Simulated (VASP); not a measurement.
Output of a VASP run:

OSZICAR:
```
       N       E                     dE             d eps       ncg     rms          rms(c)
DAV:   1     0.113120076189E+03    0.11312E+03   -0.93843E+03  2032   0.132E+03
DAV:   2    -0.118625297169E+02   -0.12498E+03   -0.12019E+03  2168   0.347E+02
DAV:   3    -0.141524264125E+02   -0.22899E+01   -0.22675E+01  2452   0.483E+01
DAV:   4    -0.141749732144E+02   -0.22547E-01   -0.22539E-01  2264   0.483E+00
DAV:   5    -0.141755843402E+02   -0.61113E-03   -0.61111E-03  2584   0.687E-01    0.121E+01
DAV:   6    -0.136257754323E+02    0.54981E+00   -0.34011E+00  2152   0.212E+01    0.262E+00
DAV:   7    -0.135598304761E+02    0.65945E-01   -0.25894E-01  2140   0.606E+00    0.216E+00
DAV:   8    -0.135451615874E+02    0.14669E-01   -0.16533E-02  2196   0.135E+00    0.209E-01
DAV:   9    -0.135450384268E+02    0.12316E-03   -0.25733E-04  2444   0.154E-01    0.140E-01
DAV:  10    -0.135450402872E+02   -0.18604E-05   -0.28056E-05  2516   0.708E-02    0.100E-02
DAV:  11    -0.135450388394E+02    0.14478E-05   -0.17951E-06  2428   0.177E-02    0.562E-03
DAV:  12    -0.135450382953E+02    0.54411E-06   -0.59779E-08  1316   0.242E-03    0.187E-04
DAV:  13    -0.135450383036E+02   -0.82857E-08   -0.69888E-09  1064   0.821E-04
   1 F= -.13545038E+02 E0= -.13544926E+02  d E =-.337523E-03
```

OUTCAR:
```
------------------------ aborting loop because EDIFF is reached ----------------------------------------
  FORCE on cell =-STRESS in cart. coord.  units (eV):
  Direction    XX          YY          ZZ          XY          YZ          ZX
  --------------------------------------------------------------------------------------
  Total        1.0301477      1.0301477      1.0301477     -0.0000000     -0.0000000     -0.0000000
  in kB       62.0060329     62.0060329     62.0060329     -0.0000000     -0.0000000     -0.0000000
  external PRESSURE =      62.0060329 kB  Pullay stress =       0.0000000 kB
  volume of cell :       26.62
      direct lattice vectors                 reciprocal lattice vectors
     2.985786267  0.000000000  0.000000000     0.334920155  0.000000000  0.000000000
     0.000000000  2.985786267  0.000000000     0.000000000  0.334920155  0.000000000
     0.000000000  0.000000000  2.985786267     0.000000000  0.000000000  0.334920155
 POSITION                                       TOTAL-FORCE (eV/Angst)
 -----------------------------------------------------------------------------------
      1.49289      1.49289      1.49289         0.000000      0.000000      0.000000
      0.00000      0.00000      0.00000         0.000000      0.000000      0.000000
 -----------------------------------------------------------------------------------
    total drift:                                0.000000      0.000000      0.000000
  FREE ENERGIE OF THE ION-ELECTRON SYSTEM (eV)
  ---------------------------------------------------
  free  energy   TOTEN  =       -13.5450383036 eV

  energy  without entropy=      -13.5447007810  energy(sigma->0) =      -13.54492580
```
(Selected blocks of OUTCAR.)

POSCAR:
```
RuAl
1
    2.9857862669     0.0000000000     0.0000000000
    0.0000000000     2.9857862669     0.0000000000
    0.0000000000     0.0000000000     2.9857862669
Al Ru
1 1
Direct
  0.5000000000   0.5000000000   0.5000000000
  0.0000000000   0.0000000000   0.0000000000
```

Problem. Write an INCAR and KPOINTS that could have produced this output.

Solution. Several could match; the one computed here: the input of the run itself, revPBE GGA, plane waves, VASP's PBE PAW potentials (set 64).

KPOINTS:
```
Automatic mesh
0
Gamma
12 12 12
0 0 0
```

INCAR:
```
SYSTEM = RuAl
PREC = Accurate
ENCUT = 520
EDIFF = 1E-7
NELM = 100
ALGO = Normal
LREAL = .FALSE.
LASPH = .TRUE.
ISMEAR = 1
SIGMA = 0.1
GGA = RE
LMAXMIX = 4
LWAVE = .FALSE.
LCHARG = .FALSE.
ISIF = 2
```

POTCAR, in this order: Al Ru_pv (PBE.64 set). Program: vasp_std.

The compound is RuAl in the CsCl type structure. This cell is one point of a volume scan, at 0.97 of the reference volume. The electron count is odd and the run is not spin-polarised, which forces a metal.
